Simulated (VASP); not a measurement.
These are PBE GGA, VASP's PBE PAW potentials (set 64) (plane waves; VASP 6.6.1) values and carry that method's errors.

The input files of a VASP run:

**KPOINTS**
```
K-points
0
G
 5 5 5
0 0 0
```

POSCAR:
```
ScB2
1
    1.6322880000    -6.4416320000     0.0000000000
    1.6322880000     6.4416320000     0.0000000000
    0.0000000000     0.0000000000     3.2120640000
B Sc
4 2
Direct
  0.9390000000   0.0610000000   0.2500000000
  0.0610000000   0.9390000000   0.7500000000
  0.2500000000   0.7500000000   0.2500000000
  0.7500000000   0.2500000000   0.7500000000
  0.6040000000   0.3960000000   0.2500000000
  0.3960000000   0.6040000000   0.7500000000
```

INCAR:
```
SYSTEM  =  ScB2
PREC  =  Accurate; ENCUT  =  400; LREAL  =  F
LASPH  =  T
EDIFF  =  1E-6; NELM  =  100; ALGO  =  Normal
LMAXMIX  =  4
ISMEAR  =  0; SIGMA  =  0.272
GGA  =  PE
ISIF  =  2
LWAVE  =  F; LCHARG  =  F
```

POTCAR, in this order: B Sc_sv (PBE.64 set). Program: vasp_std.

Output

### OSZICAR
```
       N       E                     dE             d eps       ncg     rms          rms(c)
DAV:   1     0.411066374328E+03    0.41107E+03   -0.14055E+04  1166   0.138E+03
DAV:   2    -0.151599458006E+01   -0.41258E+03   -0.40849E+03  1582   0.602E+02
DAV:   3    -0.369771400203E+02   -0.35461E+02   -0.33276E+02  1868   0.181E+02
DAV:   4    -0.387941121259E+02   -0.18170E+01   -0.17572E+01  1884   0.333E+01
DAV:   5    -0.388212962044E+02   -0.27184E-01   -0.26976E-01  1815   0.393E+00    0.169E+01
DAV:   6    -0.355607582037E+02    0.32605E+01   -0.17100E+01  1764   0.382E+01    0.638E+00
DAV:   7    -0.353677263461E+02    0.19303E+00   -0.33648E+00  1983   0.144E+01    0.407E+00
DAV:   8    -0.352416486597E+02    0.12608E+00   -0.45406E-01  1852   0.581E+00    0.205E+00
DAV:   9    -0.352382493722E+02    0.33993E-02   -0.56123E-02  1674   0.201E+00    0.137E-01
DAV:  10    -0.352379790958E+02    0.27028E-03   -0.31576E-03  1844   0.593E-01    0.649E-02
DAV:  11    -0.352380050445E+02   -0.25949E-04   -0.41385E-04  1756   0.187E-01    0.188E-02
DAV:  12    -0.352380041425E+02    0.90201E-06   -0.27681E-05  1732   0.474E-02    0.656E-03
DAV:  13    -0.352380046665E+02   -0.52403E-06   -0.22504E-06  1094   0.158E-02
   1 F= -.35238005E+02 E0= -.35152994E+02  d E =-.170022E+00
```

### OUTCAR
```
------------------------ aborting loop because EDIFF is reached ----------------------------------------
  FORCE on cell =-STRESS in cart. coord.  units (eV):
  Direction    XX          YY          ZZ          XY          YZ          ZX
  --------------------------------------------------------------------------------------
  Total        3.7907135      0.4358014      2.7952795      0.0000000      0.0000000      0.0000000
  in kB       89.9134498     10.3369466     66.3023513      0.0000000      0.0000000      0.0000000
  external PRESSURE =      55.5175826 kB  Pullay stress =       0.0000000 kB
  volume of cell :       67.55
      direct lattice vectors                 reciprocal lattice vectors
     1.632288000 -6.441632000  0.000000000     0.306318493 -0.077620081  0.000000000
     1.632288000  6.441632000  0.000000000     0.306318493  0.077620081  0.000000000
     0.000000000  0.000000000  3.212064000     0.000000000  0.000000000  0.311326300
 POSITION                                       TOTAL-FORCE (eV/Angst)
 -----------------------------------------------------------------------------------
      1.63229     -5.65575      0.80302         0.000000     -2.747258      0.000000
      1.63229      5.65575      2.40905         0.000000      2.747258      0.000000
      1.63229      3.22082      0.80302         0.000000      0.393801     -0.000000
      1.63229     -3.22082      2.40905         0.000000     -0.393801     -0.000000
      1.63229     -1.33986      0.80302         0.000000      0.432635      0.000000
      1.63229      1.33986      2.40905         0.000000     -0.432635      0.000000
 -----------------------------------------------------------------------------------
    total drift:                               -0.000000     -0.000000     -0.000000
  FREE ENERGIE OF THE ION-ELECTRON SYSTEM (eV)
  ---------------------------------------------------
  free  energy   TOTEN  =       -35.2380046665 eV

  energy  without entropy=      -35.0679827315  energy(sigma->0) =      -35.15299370
```
(Selected blocks of OUTCAR.)

OUTCAR:
```
 val. band max:        4.8264036917   @ k =  -0.2000   0.2000   0.0000

 cond. band min:       4.8568292634   @ k =   0.2000   0.0000   0.0000


 Fermi energy:         4.8512209913

 k-point     1 :       0.0000    0.0000    0.0000
  band No.  band energies     occupation
      1     -42.7736      2.00000
      2     -42.7341      2.00000
      3     -21.7193      2.00000
      4     -21.4232      2.00000
      5     -21.3917      2.00000
      6     -21.3503      2.00000
      7     -21.3462      2.00000
      8     -21.2746      2.00000
      9      -5.4831      2.00000
     10      -2.9420      2.00000
     11      -1.2621      2.00000
     12       3.9984      1.99999
     13       4.1546      1.99971
     14       4.1729      1.99958
     15       4.2780      1.99712
     16       4.8906      0.83776
     17       4.9268      0.69419
     18       5.1487      0.12200
     19       5.2781      0.02644
     20       8.8101      0.00000
     21       9.2767      0.00000

 k-point     2 :       0.2000    0.0000    0.0000
  band No.  band energies     occupation
      1     -42.7648      2.00000
      2     -42.7261      2.00000
      3     -21.6980      2.00000
      4     -21.4993      2.00000
      5     -21.4466      2.00000
      6     -21.4173      2.00000
      7     -21.3334      2.00000
      8     -21.2645      2.00000
      9      -4.9168      2.00000
     10      -2.8540      2.00000
     11      -0.5876      2.00000
     12       1.6809      2.00000
     13       3.2795      2.00000
     14       4.2352      1.99864
     15       4.6091      1.79197
     16       4.7583      1.37091
     17       4.8568      0.97674
     18       5.6559      0.00003
     19       5.8669      0.00000
     20       7.4744      0.00000
     21       8.1665      0.00000

 k-point     3 :       0.4000   -0.0000    0.0000
  band No.  band energies     occupation
      1     -42.7503      2.00000
      2     -42.7129      2.00000
      3     -21.6697      2.00000
...
```

At this cut-off the stress carries a Pulay error, which pulls relaxed volumes low.

The structure was generated: ScB2 was put into an ordered model structure, which need not be its known phase. The cell was not relaxed at this level. The k-mesh is coarse (spacing up to 0.40 per Å, 2π included), so the numbers may not be converged in it.
